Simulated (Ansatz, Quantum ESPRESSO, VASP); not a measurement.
**Zn3P: programs and potentials compared**

```
Zn P
1.0
     3.97552    0.00000    0.00000
     0.00000    3.97552    0.00000
     0.00000    0.00000    3.97552
Zn P
3 1
Direct
  0.50000 0.50000 0.00000
  0.50000 0.00000 0.50000
  0.00000 0.50000 0.50000
  0.00000 0.00000 0.00000
```

The cell comes from a database or a generator and needn't be the stable form of this composition.

Alike in all runs: task single point; functional PBE; k mesh 7 × 7 × 7; occupations fermi-dirac, width 0.05 eV; no spin polarisation; no spin-orbit coupling. Pressure is positive in compression and, in plane waves, holds the error of the finite cutoff, which Ansatz's Pulay term estimates and takes out.

| program and potentials | plane-wave cutoff (eV) | notes | pressure (GPa) |
| --- | --- | --- | --- |
| Ansatz, Ansatz PAW | 420 | 10.25 valence electrons an atom on average; Pulay term of +0.10 GPa included | -0.87 |
| Quantum ESPRESSO, SSSP 1.3 efficiency PBE | 748 | 16.25 valence electrons an atom on average | -0.87 |
| VASP, PBE PAW files P, Zn, 520 eV | 520 | 10.25 valence electrons an atom on average | -0.66 |

The pressure spans -0.87 (Quantum ESPRESSO, SSSP 1.3 efficiency PBE) to -0.66 GPa (VASP, PBE PAW files P, Zn, 520 eV).

Differences between rows come from potentials, basis sets and numerical settings, since the functional is the same but for its coding. Runs on potential files found faulty are left out.
